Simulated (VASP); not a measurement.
# A vacancy on the Hf site in HfB2, part 3 of 5

Wanted: what a vacancy on the Hf site costs in HfB2 and how the lattice relaxes round it. The start is a cell from a database of measured crystal structures.

VASP 6.6.1, plane waves and PAW; the level of theory is named at each step.

Still holding for the runs below: The k-mesh is coarse for a metal.

So far. Step 2 (Relaxing the host crystal): The run ended after 5 ionic steps, 0.032 eV below its first step, once forces and stress met EDIFFG = -0.02. Step 3 (The perfect supercell): The host is treated as a metal, as its relaxation found a gap under 0.3 eV or none, and only the neutral defect is run.

## (4) Reference Hf

This step: LDA; plane waves and PAW (Hf) (VASP 6.6.1).

System of this step: Hf. Symmetry: P6_3/mmc, No. 194, hexagonal system. Conventional cell: a = 3.200 Å, b = 3.200 Å, c = 5.062 Å, α = 90.00°, β = 90.00°, γ = 120.00°. Nearest to Hf lie 12 Hf at 3.13 to 3.20 Å.

The reference for Hf is its crystal, relaxed at the cutoff of the large cell.

Contents of INCAR:

```
SYSTEM = Hf
PREC = Normal
ENCUT = 320
EDIFF = 1E-05
NELM = 120
ISMEAR = 1
SIGMA = 0.1
LREAL = Auto
ALGO = Fast
GGA = CA
NBANDS = 10
LASPH = .TRUE.
LORBIT = 11
LWAVE = .FALSE.
LCHARG = .FALSE.
KPAR = 4
IBRION = 2
NSW = 25
ISIF = 3
EDIFFG = -0.02
POTIM = 0.4
```

Contents of POSCAR:

```
Hf
1.0
    3.2000000000      0.0000000000      0.0000000000
   -1.6000000000      2.7712812921      0.0000000000
    0.0000000000      0.0000000000      5.0624000000
Hf
2
Direct
    0.0000000000      0.0000000000      0.0000000000
    0.3333333333      0.6666666667      0.5000000000
```

Contents of KPOINTS:

```
Automatic mesh
0
Gamma
10 10 5
0 0 0
```

Potentials, in the order of the species: Hf (LDA family, release 64).

Command:

```
> mpirun -np 4 vasp_std
```

The log of the run:

```text
[banner, memory and clock lines left out]
running    4 mpi-ranks, on    1 nodes
 distrk:  each k-point on    1 cores,    4 groups
 distr:  one band on    1 cores,    1 groups

 POSCAR found type information on POSCAR Hf
 POSCAR found :  1 types and       2 ions
|                                                                             |
|               ----> ADVICE to this user running VASP <----                  |
|                                                                             |
|     You have a (more or less) 'small supercell' and for smaller cells       |
|     it is recommended to use the reciprocal-space projection scheme!        |
|     The real-space optimization is not efficient for small cells and it     |
|     is also less accurate ...                                               |
|     Therefore, set LREAL=.FALSE. in the INCAR file.                         |
|                                                                             |

 LDA part: xc-table for (Slater(with rela. corr.)+CA(PZ))
 , standard interpolation
 POSCAR, INCAR and KPOINTS ok, starting setup
 FFT: planning ... GRIDC
 FFT: planning ... GRID_SOFT
 FFT: planning ... GRID
 WAVECAR not read
 entering main loop
       N       E                     dE             d eps       ncg     rms          rms(c)
DAV:   1    -0.828718849576E+01   -0.82872E+01   -0.22325E+03   840   0.417E+02
DAV:   2    -0.217754480266E+02   -0.13488E+02   -0.13095E+02  1308   0.633E+01
DAV:   3    -0.222051097326E+02   -0.42966E+00   -0.42625E+00  1186   0.102E+01
DAV:   4    -0.222096063179E+02   -0.44966E-02   -0.44928E-02  1356   0.105E+00
DAV:   5    -0.222096216736E+02   -0.15356E-04   -0.15353E-04  1136   0.450E-02    0.130E+01
RMM:   6    -0.216648967439E+02    0.54472E+00   -0.22465E-01   840   0.261E+00    0.663E+00
RMM:   7    -0.213888464921E+02    0.27605E+00   -0.50838E-01   844   0.368E+00    0.780E-01
RMM:   8    -0.213913439706E+02   -0.24975E-02   -0.44729E-02   845   0.107E+00    0.365E-01
RMM:   9    -0.213920072756E+02   -0.66330E-03   -0.18250E-02   855   0.652E-01    0.160E-01
RMM:  10    -0.213922946558E+02   -0.28738E-03   -0.27768E-03   841   0.254E-01    0.128E-01
RMM:  11    -0.213923399726E+02   -0.45317E-04   -0.13116E-03   884   0.142E-01    0.205E-02
RMM:  12    -0.213923572898E+02   -0.17317E-04   -0.16754E-04   820   0.480E-02    0.875E-03
RMM:  13    -0.213923615152E+02   -0.42254E-05   -0.39455E-05   701   0.217E-02
   1 F= -.21392362E+02 E0= -.21392505E+02  d E =-.213924E+02
 curvature:   0.00 expect dE= 0.000E+00 dE for cont linesearch  0.000E+00
 trial: gam= 0.00000 g(F)=  0.115E-46 g(S)=  0.368E+00 ort = 0.000E+00 (trialstep = 0.100E+01)
 search vector abs. value=  0.368E+00
 bond charge predicted
       N       E                     dE             d eps       ncg     rms          rms(c)
DAV:   1    -0.214590543035E+02   -0.66697E-01   -0.61055E+00   840   0.183E+01    0.466E+00
RMM:   2    -0.214317945987E+02    0.27260E-01   -0.23649E-02   840   0.115E+00    0.253E+00
RMM:   3    -0.214170770350E+02    0.14718E-01   -0.15136E-02   840   0.665E-01    0.520E-02
RMM:   4    -0.214172043925E+02   -0.12736E-03   -0.12529E-03   848   0.203E-01    0.264E-02
RMM:   5    -0.214172399938E+02   -0.35601E-04   -0.25520E-04   844   0.734E-02    0.189E-02
RMM:   6    -0.214172502810E+02   -0.10287E-04   -0.52366E-05   775   0.329E-02    0.136E-02
RMM:   7    -0.214172516292E+02   -0.13482E-05   -0.13246E-05   637   0.160E-02
   2 F= -.21417252E+02 E0= -.21417366E+02  d E =-.248901E-01
[...]
3 F= -.21497721E+02 E0= -.21498123E+02  d E =-.105360E+00
 curvature:  -0.26 expect dE=-0.261E-04 dE for cont linesearch -0.235E-04
 ZBRENT: interpolating
 opt :   0.5555  next Energy=   -21.497743 (dE=-0.105E+00)
 bond charge predicted
       N       E                     dE             d eps       ncg     rms          rms(c)
DAV:   1    -0.214977402162E+02   -0.24945E-04   -0.65779E-04  1004   0.188E-01    0.398E-02
RMM:   2    -0.214977388435E+02    0.13727E-05   -0.28752E-06   502   0.129E-02
   4 F= -.21497739E+02 E0= -.21498138E+02  d E =-.105377E+00
 curvature:  -0.24 expect dE=-0.524E-05 dE for cont linesearch -0.321E-05
 trial: gam= 0.00000 g(F)=  0.593E-47 g(S)=  0.221E-04 ort =-0.223E-02 (trialstep = 0.911E+00)
 search vector abs. value=  0.221E-04
 reached required accuracy - stopping structural energy minimisation
```

Wall time 3 s (4 MPI ranks of Intel Xeon 6975P-C (Granite Rapids), shared host); peak memory 0.44 GiB; 9 s of CPU time.

Parts of OUTCAR (step 4):

```text
  LATTYP: Found a hexagonal cell.
 ALAT       =     3.2000000000
 C/A-ratio  =     1.5820000000

 Subroutine GETGRP returns: Found 24 space group operations
 (whereof 12 operations were pure point group operations)

The static configuration has the point symmetry D_3h.
 The point group associated with its full space group is D_6h.

 Found     42 irreducible k-points:

   k-points           NKPTS =     42   k-points in BZ     NKDIM =     42   number of bands    NBANDS=     10

   dimension x,y,z NGX =    14 NGY =   14 NGZ =   24
   dimension x,y,z NGXF=    28 NGYF=   28 NGZF=   48

   ENCUT  =  320.0 eV  23.52 Ry    4.85 a.u.   4.67  4.67  7.38*2*pi/ulx,y,z

   NELECT =       8.0000    total number of electrons

 E-fermi :   5.7801

 k-point     1 :       0.0000    0.0000    0.0000
  band No.  band energies     occupation
      1      -1.7855      2.00000
      2       1.8407      2.00000
      3       6.8950     -0.00000
      4       6.9210     -0.00000
      5       6.9210     -0.00000
      6       7.2540     -0.00000
      7       7.8314      0.00000
    ...

 k-point     2 :       0.1000    0.0000    0.0000
  band No.  band energies     occupation
      1      -1.4613      2.00000
      2       2.1594      2.00000
      3       6.2351     -0.00000
      4       6.3772     -0.00000
      5       7.2345     -0.00000
      6       7.4725     -0.00000
      7       7.7978      0.00000
    ...

  Total        0.0239009      0.0239009     -0.0007085      0.0000000      0.0000000      0.0000000
  in kB        0.9260437      0.9260437     -0.0274498      0.0000000      0.0000000      0.0000000
  external PRESSURE =       0.6082126 kB  Pullay stress =       0.0000000 kB

  energy-cutoff  :      320.00
  volume of cell :       41.35
      direct lattice vectors                 reciprocal lattice vectors
     3.115647254  0.000000000  0.000000000     0.320960596  0.185306687  0.000000000
    -1.557823627  2.698229671  0.000000000     0.000000000  0.370613373  0.000000000
     0.000000000 -0.000000000  4.918886178     0.000000000  0.000000000  0.203298056

 POSITION                                       TOTAL-FORCE (eV/Angst)
 -----------------------------------------------------------------------------------
      3.11565      0.00000      0.00000        -0.000000      0.000000      0.000000
     -0.00000      1.79882      2.45944         0.000000     -0.000000      0.000000
 -----------------------------------------------------------------------------------
    total drift:                               -0.000000      0.000000      0.000000

  FREE ENERGIE OF THE ION-ELECTRON SYSTEM (eV)
  ---------------------------------------------------
  free  energy   TOTEN  =       -21.4977388435 eV

  energy  without entropy=      -21.4989354946  energy(sigma->0) =      -21.49813773

 total charge
# of ion       s       p       d       tot
------------------------------------------
    1        0.632   0.495   2.170   3.297
    2        0.632   0.495   2.170   3.297
--------------------------------------------------
tot          1.264   0.990   4.340   6.595

[... 1 part as in an earlier step ...]

[... 7 further parts left out ...]
```

CONTCAR:

```
Hf
   1.00000000000000
     3.1156472540892257    0.0000000000000000    0.0000000000000000
    -1.5578236270446129    2.6982296712631020    0.0000000000000000
     0.0000000000000000   -0.0000000000000000    4.9188861784333424
  Hf
     2
Direct
     1.0000000000000000    0.0000000000000000    0.0000000000000000
     0.3333333332999970    0.6666666667000030    0.5000000000000000
```

Relaxation path:

```
step  energy less that of the first step (eV)  largest force (eV/Å)  pressure (GPa)  volume (Å³)
   1                                   0.0000                0.0000           -9.00        44.89
   2                                  -0.0249                0.0000            9.85        38.65
   3                                  -0.1054                0.0000           -0.15        41.42
   4                                  -0.1054                0.0000            0.06        41.35
```

```
conventional cell, symmetrised  before  after  change
                         a (Å)   3.200  3.116  -2.6 %
                         b (Å)   3.200  3.116  -2.6 %
                         c (Å)   5.062  4.919  -2.8 %
              volume (Å³/atom)   22.45  20.68  -7.9 %
```

The relaxed structure:

```cif
data_structure
_symmetry_space_group_name_H-M 'P 1'
_symmetry_Int_Tables_number 1
_cell_length_a 3.1156
_cell_length_b 3.1156
_cell_length_c 4.9189
_cell_angle_alpha 90.000
_cell_angle_beta 90.000
_cell_angle_gamma 120.000
_cell_volume 41.35
loop_
_atom_site_label
_atom_site_type_symbol
_atom_site_fract_x
_atom_site_fract_y
_atom_site_fract_z
_atom_site_occupancy
Hf1 Hf 0.00000 0.00000 0.00000 1
Hf2 Hf 0.33333 0.66667 0.50000 1
```

This step gave:

```
electronic cycles       : 27
electrons               : 8
free energy (TOTEN)     : -21.50 eV
energy at zero smearing : -21.50 eV
Fermi energy            : 5.780 eV
```

The run ended after 4 ionic steps, 0.105 eV below its first step, once forces and stress met EDIFFG = -0.02.

Energy at zero smearing: -21.49814 eV.

(Part 3 of 5 ends here.)

[Lines on the potential files, build, host, timing and source positions are cut from VASP's logs without a mark.]

[Logs are printed without paths, hosts, clocks, repeated set-up lines and the standing remarks that a program may print on its own settings, such as how far it seeks lower states.]

[Hosts, paths, dates, database ids (printed as entryN), source tags and the programs' standing remarks are cut or masked in the printed files.]

[In band tables of VASP the shares of atoms and orbitals are scaled to a sum of 1 inside the atoms' spheres.]

[Runs that stopped without an error message from VASP are left out.]
